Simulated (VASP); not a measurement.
# Si63P (a cell with a defect) in VASP: relaxation of the atoms with PBE

Aim: the relaxation of the atoms of Si63P (a cell with a defect) with PBE.

All numbers are computed with VASP 6.6.1; they aren't measurements. Logs are shortened: lines on timing, memory, paths and dates and some standing lists are left out, and cuts for length are marked.

**1. Starting point**

The cell holds a defect, 64 atoms: a = 10.964 Å, b = 10.964 Å, c = 10.783 Å, α = 90.00°, β = 90.00°, γ = 90.00°.

The cell was built by a generator and needn't be a form met in nature.

**2. Relaxation of the atoms, PBE, collinear spin, ferromagnetic start**

Input file INCAR:

```
ALGO = Normal
EDIFF = 1E-7
EDIFFG = -0.01
ENCUT = 350
GGA = PE
IBRION = 2
ISIF = 2
ISMEAR = 0
ISPIN = 2
LASPH = True
LCHARG = False
LORBIT = 11
LREAL = False
LWAVE = False
MAGMOM = 0.5 0 0 0 0 0 0 0 0 0 0 0 0 0 0 0 0 0 0 0 0 0 0 0 0 0 0 0 0 0 0 0 0 0 0 0 0 0 0 0 0 0 0 0 0 0 0 0 0 0 0 0 0 0 0 0 0 0 0 0 0 0 0 0
NELM = 100
NSW = 40
NUPDOWN = 1
PREC = Accurate
SIGMA = 0.02
```

Input file KPOINTS:

```
k-points
0
Gamma
  1 1 1
```

Input file POSCAR:

```
Si63P
1.0
   10.9641028000      0.0000000000      0.0000000000
    0.0000000000     10.9641028000      0.0000000000
    0.0000000000      0.0000000000     10.7831766400
P Si
1 63
Direct
    0.0000000000      0.0000000000      0.0000000000
    0.0000000000      0.2500000000      0.2500000000
    0.2500000000      0.0000000000      0.2500000000
    0.2500000000      0.2500000000      0.0000000000
    0.1250000000      0.1250000000      0.1250000000
    0.1250000000      0.3750000000      0.3750000000
    0.3750000000      0.1250000000      0.3750000000
    0.3750000000      0.3750000000      0.1250000000
    0.0000000000      0.0000000000      0.5000000000
    0.0000000000      0.2500000000      0.7500000000
    0.2500000000      0.0000000000      0.7500000000
    0.2500000000      0.2500000000      0.5000000000
    0.1250000000      0.1250000000      0.6250000000
    0.1250000000      0.3750000000      0.8750000000
    0.3750000000      0.1250000000      0.8750000000
    0.3750000000      0.3750000000      0.6250000000
    0.0000000000      0.5000000000      0.0000000000
    0.0000000000      0.7500000000      0.2500000000
    0.2500000000      0.5000000000      0.2500000000
    0.2500000000      0.7500000000      0.0000000000
    0.1250000000      0.6250000000      0.1250000000
    0.1250000000      0.8750000000      0.3750000000
    0.3750000000      0.6250000000      0.3750000000
    0.3750000000      0.8750000000      0.1250000000
    0.0000000000      0.5000000000      0.5000000000
    0.0000000000      0.7500000000      0.7500000000
    0.2500000000      0.5000000000      0.7500000000
    0.2500000000      0.7500000000      0.5000000000
    0.1250000000      0.6250000000      0.6250000000
    0.1250000000      0.8750000000      0.8750000000
    0.3750000000      0.6250000000      0.8750000000
    0.3750000000      0.8750000000      0.6250000000
    0.5000000000      0.0000000000      0.0000000000
    0.5000000000      0.2500000000      0.2500000000
    0.7500000000      0.0000000000      0.2500000000
    0.7500000000      0.2500000000      0.0000000000
    0.6250000000      0.1250000000      0.1250000000
    0.6250000000      0.3750000000      0.3750000000
    0.8750000000      0.1250000000      0.3750000000
    0.8750000000      0.3750000000      0.1250000000
    0.5000000000      0.0000000000      0.5000000000
    0.5000000000      0.2500000000      0.7500000000
    0.7500000000      0.0000000000      0.7500000000
    0.7500000000      0.2500000000      0.5000000000
    0.6250000000      0.1250000000      0.6250000000
    0.6250000000      0.3750000000      0.8750000000
    0.8750000000      0.1250000000      0.8750000000
    0.8750000000      0.3750000000      0.6250000000
    0.5000000000      0.5000000000      0.0000000000
    0.5000000000      0.7500000000      0.2500000000
    0.7500000000      0.5000000000      0.2500000000
    0.7500000000      0.7500000000      0.0000000000
    0.6250000000      0.6250000000      0.1250000000
    0.6250000000      0.8750000000      0.3750000000
    0.8750000000      0.6250000000      0.3750000000
    0.8750000000      0.8750000000      0.1250000000
    0.5000000000      0.5000000000      0.5000000000
    0.5000000000      0.7500000000      0.7500000000
    0.7500000000      0.5000000000      0.7500000000
    0.7500000000      0.7500000000      0.5000000000
    0.6250000000      0.6250000000      0.6250000000
    0.6250000000      0.8750000000      0.8750000000
    0.8750000000      0.6250000000      0.8750000000
    0.8750000000      0.8750000000      0.6250000000
```

Potentials or basis: VASP PAW PBE potentials, release 64 (P, Si).

On the command line:

```
cat potpaw_PBE.64/P/POTCAR potpaw_PBE.64/Si/POTCAR > POTCAR
mpirun -np 1 vasp_std > vasp.out
```

OUTCAR:

```text
EDIFF = 1E-7
   EDIFFG = -0.01
   ENCUT = 350
   GGA = PE
   IBRION = 2
   ISIF = 2
   ISMEAR = 0
   ISPIN = 2
   LASPH = True
   LORBIT = 11
   LREAL = False
   NELM = 100
   NSW = 40
   NUPDOWN = 1
   PREC = Accurate

 ion  position               nearest neighbor table
   1  0.000  0.000  0.000-   5 2.36  30 2.36  47 2.36  56 2.36
   2  0.000  0.250  0.250-   5 2.36   6 2.36  39 2.36  40 2.36
   3  0.250  0.000  0.250-   5 2.36   7 2.36  22 2.36  24 2.36
   4  0.250  0.250  0.000-   5 2.36   8 2.36  14 2.36  15 2.36
   5  0.125  0.125  0.125-   1 2.36   2 2.36   3 2.36   4 2.36
   6  0.125  0.375  0.375-   2 2.36  12 2.36  19 2.36  25 2.36
[... 56 lines left out ...]
  63  0.875  0.625  0.875-  17 2.36  26 2.36  52 2.36  59 2.36
  64  0.875  0.875  0.625-   9 2.36  26 2.36  43 2.36  60 2.36

  LATTYP: Found a simple tetragonal cell.
 ALAT       =    10.9641028000
 C/A-ratio  =     0.9834983160

  Lattice vectors:

 A1 = (  10.9641028000,   0.0000000000,   0.0000000000)
 A2 = (   0.0000000000,  10.9641028000,   0.0000000000)
 A3 = (   0.0000000000,   0.0000000000,  10.7831766400)

Analysis of symmetry for initial positions (statically):
=====================================================================
 Subroutine PRICEL returns:
 Original cell was already a primitive cell.

 Routine SETGRP: Setting up the symmetry group for a
 simple tetragonal supercell.

 Subroutine GETGRP returns: Found  8 space group operations
 (whereof  8 operations were pure point group operations)
 out of a pool of 16 trial point group operations.

The static configuration has the point symmetry D_2d.

Analysis of symmetry for dynamics (positions and initial velocities):
=====================================================================
 Subroutine PRICEL returns:
 Original cell was already a primitive cell.

 Routine SETGRP: Setting up the symmetry group for a
 simple tetragonal supercell.

 Subroutine GETGRP returns: Found  8 space group operations
 (whereof  8 operations were pure point group operations)
 out of a pool of 16 trial point group operations.

The dynamic configuration has the point symmetry D_2d.

Analysis of structural, dynamic, and magnetic symmetry:
=====================================================================
 Subroutine PRICEL returns:
 Original cell was already a primitive cell.

 Routine SETGRP: Setting up the symmetry group for a
[... 249 lines left out ...]

 Free energy of the ion-electron system (eV)
  ---------------------------------------------------
  ext. energy  EPLUGINS =         0.00000000
  ---------------------------------------------------
  free energy    TOTEN  =      -340.20016866 eV

  energy without entropy =     -340.20016855  energy(sigma->0) =     -340.20016861

------------------------ aborting loop because EDIFF is reached ----------------------------------------

  FORCE on cell =-STRESS in cart. coord.  units (eV):
  Direction    XX          YY          ZZ          XY          YZ          ZX
  --------------------------------------------------------------------------------------
  -------------------------------------------------------------------------------------
  Total        6.9625410      6.9625410     15.8195800      0.0000000      0.0000000      0.0000000
  in kB        8.6056847      8.6056847     19.5529646      0.0000000      0.0000000      0.0000000
  external PRESSURE =      12.2547780 kB  Pullay stress =       0.0000000 kB
[... 673 lines left out ...]
--------------------------------------- Ionic step        8  -------------------------------------------

 number of electron     256.9999999 magnetization       1.0000000

 Free energy of the ion-electron system (eV)
  ---------------------------------------------------
  ext. energy  EPLUGINS =         0.00000000
  ---------------------------------------------------
  free energy    TOTEN  =      -340.23845441 eV

  energy without entropy =     -340.23845441  energy(sigma->0) =     -340.23845441

 E-fermi :   5.9398     XC(G=0):  -9.3435

 val. band max:        6.1780548773   @ k =   0.0000   0.0000   0.0000
 cond. band min:       6.3073725924   @ k =   0.0000   0.0000   0.0000
 fundamental gap:      0.1293177151
 Fermi energy:         6.2634377272

 spin component 1

 k-point     1 :       0.0000    0.0000    0.0000
  band No.  band energies     occupation
      1      -6.6118      1.00000
      2      -5.8705      1.00000
      3      -5.1043      1.00000
      4      -5.1043      1.00000
      5      -5.0682      1.00000
      6      -5.0371      1.00000
[... 132 lines left out ...]
    139       6.8695      0.00000
    140       6.9249      0.00000
 Fermi energy:         5.9397883614

 spin component 2

 k-point     1 :       0.0000    0.0000    0.0000
  band No.  band energies     occupation
      1      -6.5787      1.00000
      2      -5.8543      1.00000
      3      -5.0835      1.00000
      4      -5.0835      1.00000
      5      -5.0499      1.00000
      6      -5.0284      1.00000
[... 132 lines left out ...]
    139       6.9055      0.00000
    140       6.9410      0.00000
 [bands above 140 left out]

------------------------ aborting loop because EDIFF is reached ----------------------------------------

  FORCE on cell =-STRESS in cart. coord.  units (eV):
  Direction    XX          YY          ZZ          XY          YZ          ZX
  --------------------------------------------------------------------------------------
  -------------------------------------------------------------------------------------
  Total        6.8231896      6.8231896     16.1524895      0.0000000      0.0000000      0.0000000
  in kB        8.4334467      8.4334467     19.9644399      0.0000000      0.0000000      0.0000000
  external PRESSURE =      12.2771111 kB  Pullay stress =       0.0000000 kB
[... 79 lines left out ...]
  FREE ENERGIE OF THE ION-ELECTRON SYSTEM (eV)
  ---------------------------------------------------
  free  energy   TOTEN  =      -340.2384544148 eV

  energy  without entropy=     -340.2384544147  energy(sigma->0) =     -340.23845441

 reached required accuracy - stopping structural energy minimisation

 total charge

# of ion       s       p       d       tot
------------------------------------------
    1        1.033   1.471   0.000   2.505
    2        0.738   0.953   0.000   1.691
    3        0.738   0.953   0.000   1.691
    4        0.737   0.955   0.000   1.692
    5        0.741   0.916   0.000   1.657
    6        0.737   0.949   0.000   1.686
[... 56 lines left out ...]
   63        0.737   0.955   0.000   1.693
   64        0.737   0.955   0.000   1.692
--------------------------------------------------
tot         47.538  61.312   0.000 108.850

 magnetization (x)

# of ion       s       p       d       tot
------------------------------------------
    1        0.031  -0.001   0.000   0.030
    2        0.000  -0.001   0.000  -0.001
    3        0.000  -0.001   0.000  -0.001
    4       -0.000  -0.001   0.000  -0.002
    5        0.001   0.013   0.000   0.014
    6        0.001   0.001   0.000   0.002
[... 56 lines left out ...]
   63        0.000   0.002   0.000   0.002
   64        0.000   0.001   0.000   0.002
--------------------------------------------------
tot          0.104   0.067   0.000   0.171
```

Run time: 35 min. Hardware: 1 thread of Intel Xeon Platinum 8488C (Sapphire Rapids), shared host; peak memory 1.1 GiB.

Results:

```yaml
Free_energy: -340.2385 eV
Energy_gained_by_relaxing: 0.6 meV/atom
Ionic_steps: 8
Pressure_after_relaxing: 1.2 GPa
Largest_force_after_relaxing: 0.006 eV/Å
Net_moment: 1.00 μB per cell
Site_moments: P +0.03; Si -0.00, +0.01, +0.00 μB
Valence_electrons_inside_the_program's_atomic_spheres: P 2.50; Si 1.69, 1.66
```

Forces on the atoms (eV/Å):
```
P    0.000  0.000  0.000
Si   0.000 -0.001  0.000
Si  -0.001  0.000  0.000
Si   0.000  0.000  0.001
Si   0.000  0.000 -0.003
Si   0.002  0.000  0.001
Si   0.000  0.002  0.001
Si  -0.001 -0.001  0.000
Si   0.000  0.000  0.000
Si   0.000 -0.001  0.000
Si  -0.001  0.000  0.000
Si   0.000  0.000  0.002
Si   0.000  0.000  0.003
Si   0.001  0.004 -0.003
Si   0.004  0.001 -0.003
Si   0.001  0.001 -0.002
Si   0.000  0.000  0.000
Si   0.000  0.001  0.000
Si  -0.002  0.001  0.003
Si   0.000  0.000 -0.001
Si   0.001 -0.004  0.003
Si   0.000  0.000 -0.003
Si   0.001 -0.001  0.002
Si   0.004 -0.001  0.003
Si   0.000  0.000  0.000
Si   0.000  0.001  0.000
Si  -0.002 -0.001 -0.003
Si   0.000  0.000 -0.002
Si   0.002  0.000 -0.001
Si   0.000  0.000  0.003
Si  -0.001  0.001  0.000
Si   0.000 -0.002 -0.001
Si   0.000  0.000  0.000
Si   0.001 -0.002  0.003
Si   0.001  0.000  0.000
Si   0.000  0.000 -0.001
Si  -0.004  0.001  0.003
Si  -0.001  0.001  0.002
Si   0.000  0.000 -0.003
Si  -0.001  0.004  0.003
Si   0.000  0.000  0.000
Si  -0.001 -0.002 -0.003
Si   0.001  0.000  0.000
Si   0.000  0.000 -0.002
Si   0.000  0.002 -0.001
Si   0.001 -0.001  0.000
Si   0.000  0.000  0.003
Si  -0.002  0.000 -0.001
Si   0.000  0.000  0.000
Si  -0.001  0.002  0.003
Si   0.002 -0.001  0.003
Si   0.000  0.000  0.001
Si   0.001  0.001  0.000
Si   0.000 -0.002  0.001
Si  -0.002  0.000  0.001
Si   0.000  0.000 -0.003
Si   0.000  0.000  0.000
Si   0.001  0.002 -0.003
Si   0.002  0.001 -0.003
Si   0.000  0.000  0.002
Si  -0.001 -0.001 -0.002
Si  -0.004 -0.001 -0.003
Si  -0.001 -0.004 -0.003
Si   0.000  0.000  0.003
```

Step by step:
| step | energy change (eV) | largest force (eV/Å) | pressure (GPa) |
| --- | --- | --- | --- |
| 1 | 0.0000 | 0.2281 | 1.23 |
| 2 | -0.0321 | 0.0827 | 1.23 |
| 3 | -0.0338 | 0.0804 | 1.23 |
| 4 | -0.0366 | 0.0229 | 1.23 |
| 5 | -0.0367 | 0.0257 | 1.23 |
| 6 | -0.0375 | 0.0166 | 1.23 |
| 7 | -0.0381 | 0.0148 | 1.23 |
| 8 | -0.0383 | 0.0057 | 1.23 |

Final structure:
```
P Si
1.0
    10.96410    0.00000    0.00000
     0.00000   10.96410    0.00000
     0.00000    0.00000   10.78318
P Si
1 63
Direct
  0.00000 0.00000 0.00000
  0.99892 0.24946 0.24926
  0.24946 0.99892 0.24926
  0.24980 0.24980 0.99888
  0.12592 0.12592 0.12514
  0.12548 0.37388 0.37410
  0.37388 0.12548 0.37410
  0.37421 0.37421 0.12532
  0.00000 0.00000 0.50000
  0.00108 0.24946 0.75074
  0.24946 0.00108 0.75074
  0.25005 0.25005 0.49973
  0.12540 0.12540 0.62485
  0.12545 0.37508 0.87477
  0.37508 0.12545 0.87477
  0.37486 0.37486 0.62526
  0.00000 0.50000 0.00000
  0.00108 0.75054 0.24926
  0.25007 0.49956 0.24986
  0.24980 0.75020 0.00112
  0.12545 0.62492 0.12524
  0.12540 0.87460 0.37515
  0.37486 0.62514 0.37474
  0.37508 0.87455 0.12524
  0.00000 0.50000 0.50000
  0.99892 0.75054 0.75074
  0.25007 0.50044 0.75014
  0.25005 0.74995 0.50027
  0.12548 0.62612 0.62590
  0.12592 0.87408 0.87486
  0.37421 0.62579 0.87468
  0.37388 0.87452 0.62590
  0.50000 0.00000 0.00000
  0.49956 0.25007 0.24986
  0.75054 0.00108 0.24926
  0.75020 0.24980 0.00112
  0.62492 0.12545 0.12524
  0.62514 0.37486 0.37474
  0.87460 0.12540 0.37515
  0.87455 0.37508 0.12524
  0.50000 0.00000 0.50000
  0.50044 0.25007 0.75014
  0.75054 0.99892 0.75074
  0.74995 0.25005 0.50027
  0.62612 0.12548 0.62590
  0.62579 0.37421 0.87468
  0.87408 0.12592 0.87486
  0.87452 0.37388 0.62590
  0.50000 0.50000 0.00000
  0.50044 0.74993 0.24986
  0.74993 0.50044 0.24986
  0.75020 0.75020 0.99888
  0.62579 0.62579 0.12532
  0.62612 0.87452 0.37410
  0.87452 0.62612 0.37410
  0.87408 0.87408 0.12514
  0.50000 0.50000 0.50000
  0.49956 0.74993 0.75014
  0.74993 0.49956 0.75014
  0.74995 0.74995 0.49973
  0.62514 0.62514 0.62526
  0.62492 0.87455 0.87477
  0.87455 0.62492 0.87477
  0.87460 0.87460 0.62485
```

Caveat: the total moment is fixed, so each spin has its own Fermi level.
